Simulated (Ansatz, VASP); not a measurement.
**Mg17Ti7O32 (Mg_Ti): VASP beside Ansatz**

Aim: how closely do two programs agree when they are given the same cell, functional and k mesh? The structure shown is the end of the VASP relaxation below.

Main program and level: Ansatz 0.2.0; plane waves, with VASP 6.6.1 beside it; single point at PBEsol.

**1. Set-up**

The cell holds 56 atoms: 17 Mg, 7 Ti and 32 O. Cell: a = 8.420 Å, b = 8.420 Å, c = 8.472 Å, α = 90.0°, β = 90.0°, γ = 89.8°. It derives from Mg2TiO4 (Mg2TiO4 (Imma)). Nearest the centre at fractional (0.500, 0.500, 0.500): Mg17 at 0.01 Å, O36 at 2.02 Å, O49 at 2.02 Å, O45 at 2.13 Å, O53 at 2.13 Å, O28 at 2.13 Å, O32 at 2.13 Å, Ti18 at 2.91 Å. The cell carries charge −2.

**2. VASP: relaxation, PBEsol**

This run makes the geometry at which the two programs are then compared.

Lines of VASP's logs that name or quote its potential files are left out, and so is its time.

The input, INCAR:

```
SYSTEM = Mg17Ti7O32
PREC = Normal
ENCUT = 400
EDIFF = 1E-05
NELM = 120
ISMEAR = 0
SIGMA = 0.05
LREAL = Auto
ALGO = Fast
GGA = PS
NELECT = 256
LORBIT = 11
LWAVE = True
LCHARG = .FALSE.
KPAR = 4
IBRION = 2
NSW = 50
ISIF = 2
EDIFFG = -0.03
POTIM = 0.4
MAXMIX = 40
ISYM = 0
```

The input, POSCAR:

```
Mg17Ti7O32
1.0
    5.9430868578      5.9646842298      0.0000000000
   -5.9430868578      5.9646842298      0.0000000000
    0.0000000000      0.0000000000      8.4723517090
Mg Ti O
17 7 32
Direct
    0.3750000000      0.3750000000      0.1360167200
    0.3750000000      0.8750000000      0.6360167200
    0.8750000000      0.3750000000      0.6360167200
    0.8750000000      0.8750000000      0.1360167200
    0.2500000000      0.0000000000      0.2500000000
    0.2511209200      0.5016216600      0.7478500000
    0.7500000000      0.0000000000      0.7500000000
    0.7513059100      0.5003567300      0.2514535700
    0.0000000000      0.2500000000      0.2500000000
    0.0000000000      0.7500000000      0.7500000000
    0.5024474900      0.2481999000      0.7538183300
    0.5023529200      0.7487061700      0.2510057600
    0.1250000000      0.1250000000      0.8639832800
    0.1250000000      0.6250000000      0.3639832800
    0.6250000000      0.1250000000      0.3639832800
    0.6250000000      0.6250000000      0.8639832800
    0.5039839000      0.5036114000      0.4999682900
    0.2481118600      0.2575641700      0.5036643900
    0.2500000000      0.7500000000      0.0000000000
    0.7500000000      0.2500000000      0.0000000000
    0.7499862800      0.7486035100      0.4972697600
    0.0000000000      0.0000000000      0.5000000000
    0.0000000000      0.5000000000      0.0000000000
    0.5000000000      0.0000000000      0.0000000000
    0.0123318400      0.2376681600      0.4982126800
    0.0123318400      0.7376681600      0.9982126800
    0.5123318400      0.2376681600      0.9982126800
    0.5128333700      0.7416513100      0.4978422100
    0.2376681600      0.0123318400      0.4982126800
    0.2376681600      0.5123318400      0.9982126800
    0.7376681600      0.0123318400      0.9982126800
    0.7349982900      0.5138839600      0.4983805400
    0.0076414300      0.0076414300      0.2719237300
    0.0076414300      0.5076414300      0.7719237300
    0.5076414300      0.0076414300      0.7719237300
    0.5146450200      0.5022406800      0.2703078800
    0.2423585700      0.2423585700      0.2719237300
    0.2423585700      0.7423585700      0.7719237300
    0.7423585700      0.2423585700      0.7719237300
    0.7423585700      0.7423585700      0.2719237300
    0.2576414300      0.2576414300      0.7280762700
    0.2576414300      0.7576414300      0.2280762700
    0.7576414300      0.2576414300      0.2280762700
    0.7576414300      0.7576414300      0.7280762700
    0.2636315700      0.4823027700      0.5037382900
    0.2623318400      0.9876681600      0.0017873200
    0.7623318400      0.4876681600      0.0017873200
    0.7623318400      0.9876681600      0.5017873200
    0.4900814300      0.4979653400      0.7248912700
    0.4923585700      0.9923585700      0.2280762700
    0.9923585700      0.4923585700      0.2280762700
    0.9923585700      0.9923585700      0.7280762700
    0.4902153300      0.2635450800      0.5040987800
    0.4876681600      0.7623318400      0.0017873200
    0.9876681600      0.2623318400      0.0017873200
    0.9876681600      0.7623318400      0.5017873200
```

The input, KPOINTS:

```
Automatic mesh
0
Gamma
2 2 2
0 0 0
```

Potentials, in the order of the species: Mg, Ti and O (PBE family, release 64).

Command:

```bash
$ mpirun -np 4 vasp_std
```

Numbers of over 12 decimals in the logs are rounded to 6 here.

The program printed:

```text
[banner, memory and clock lines left out]
running    4 mpi-ranks, on    1 nodes
[...]
|                                                                             |
|               ----> ADVICE to this user running VASP <----                  |
|                                                                             |
|     You enforced a specific xc type in the INCAR file but a different       |
|     [... a line on the potential file left out ...]
|     I HOPE YOU KNOW WHAT YOU ARE DOING!                                     |
|                                                                             |

 LDA part: xc-table for (Slater+PW92), standard interpolation
 POSCAR, INCAR and KPOINTS ok, starting setup
[...]
entering main loop
       N       E                     dE             d eps       ncg     rms          rms(c)
DAV:   1     0.241776652042E+04    0.24178E+04   -0.96845E+04  2520   0.125E+03
DAV:   2     0.353536320237E+02   -0.23824E+04   -0.22277E+04  2816   0.340E+02
[...]
RMM:  24    -0.405821792960E+03    0.46446E-04   -0.11096E-03  3006   0.721E-02    0.817E-02
RMM:  25    -0.405821780420E+03    0.12540E-04   -0.16112E-04  2218   0.291E-02    0.508E-02
RMM:  26    -0.405821786054E+03   -0.56347E-05   -0.43674E-05  1775   0.139E-02
   1 F= -.40582179E+03 E0= -.40582179E+03  d E =-.405822E+03
[... from here on, the cycles between the ionic steps are left out ...]
   6 F= -.40711587E+03 E0= -.40711587E+03  d E =-.327106E-01
   7 F= -.40711698E+03 E0= -.40711698E+03  d E =-.338154E-01
   8 F= -.40712834E+03 E0= -.40712834E+03  d E =-.113625E-01
   9 F= -.40712847E+03 E0= -.40712847E+03  d E =-.114948E-01
  10 F= -.40713302E+03 E0= -.40713302E+03  d E =-.454832E-02
  11 F= -.40713302E+03 E0= -.40713302E+03  d E =-.455033E-02
  12 F= -.40713511E+03 E0= -.40713511E+03  d E =-.208555E-02
  13 F= -.40713517E+03 E0= -.40713517E+03  d E =-.215177E-02
  14 F= -.40713583E+03 E0= -.40713583E+03  d E =-.656198E-03
  15 F= -.40713583E+03 E0= -.40713583E+03  d E =-.660757E-03
  16 F= -.40713616E+03 E0= -.40713616E+03  d E =-.325119E-03
 trial-energy change:   -0.000325  1 .order   -0.000328   -0.000584   -0.000072
 step:   1.3737(harm=  1.3737)  dis= 0.00189  next Energy=  -407.136166 (dE=-0.333E-03)
 reached required accuracy - stopping structural energy minimisation
 writing wavefunctions
```

Parts of OUTCAR (step 2):

```text
  Total       -2.9003843     -1.4332088     -2.8165670     -0.0111282      1.3707418     -0.0053572
  in kB       -7.7362879     -3.8228436     -7.5127193     -0.0296826      3.6562234     -0.0142895
  external PRESSURE =      -6.3572836 kB  Pullay stress =       0.0000000 kB

 POSITION                                       TOTAL-FORCE (eV/Angst)
 -----------------------------------------------------------------------------------
      0.00044      4.50867      1.17531        -0.002319      0.000440      0.003834
     -2.98327      7.47695      5.36491         0.001444     -0.000374      0.003966
      2.98514      7.47700      5.36617         0.003219     -0.000713      0.001562
      0.00015     10.45153      1.14692         0.001436     -0.010743     -0.001587
      1.48643      1.49578      2.13950         0.001770     -0.001447     -0.010384
     -1.45935      4.50173      6.33651        -0.001814     -0.004538      0.001002
      4.45758      4.47385      6.33530         0.000094      0.000816      0.001294
      1.46195      7.43560      2.13711        -0.001244      0.005858     -0.001942
     -1.48112      1.49589      2.13748        -0.010709     -0.003205     -0.009193
      1.48301     10.43820      6.33632         0.002515      0.001481      0.005233
      1.45636      4.50031      6.33871         0.011716      0.001458     -0.003737
     -1.45526      7.43492      2.13399        -0.009493      0.001060      0.001817
      0.00148      1.48428      7.32544        -0.004522      0.006734      0.000595
     -2.98479      4.45672      3.10832        -0.004090      0.000855     -0.007384
[...]
-----------------------------------------------------------------------------------
    total drift:                               -0.000370      0.003404      0.009985

  FREE ENERGIE OF THE ION-ELECTRON SYSTEM (eV)
  ---------------------------------------------------
  free  energy   TOTEN  =      -407.1361583297 eV

  energy  without entropy=     -407.1361583297  energy(sigma->0) =     -407.13615833

 reached required accuracy - stopping structural energy minimisation

[... 1 further part left out ...]
```

This run has no spin polarisation, although Ti can carry a moment. The cell is charged against a uniform background. LASPH is off, so gradient terms of the non-spherical density inside the spheres are left out; for open d or f shells this can shift gaps and moments. The data set Ti keeps the semicore shell frozen, which is cheaper and a little less accurate.

[end of part 1 of 2]

[Lines on the potential files, build, host, timing and source positions are cut from VASP's logs without a mark.]

[Logs are printed without paths, hosts, clocks, repeated set-up lines and the standing remarks that a program may print on its own settings, such as how far it seeks lower states.]

[Hosts, paths, dates, database ids (printed as entryN), source tags and the programs' standing remarks are cut or masked in the printed files.]
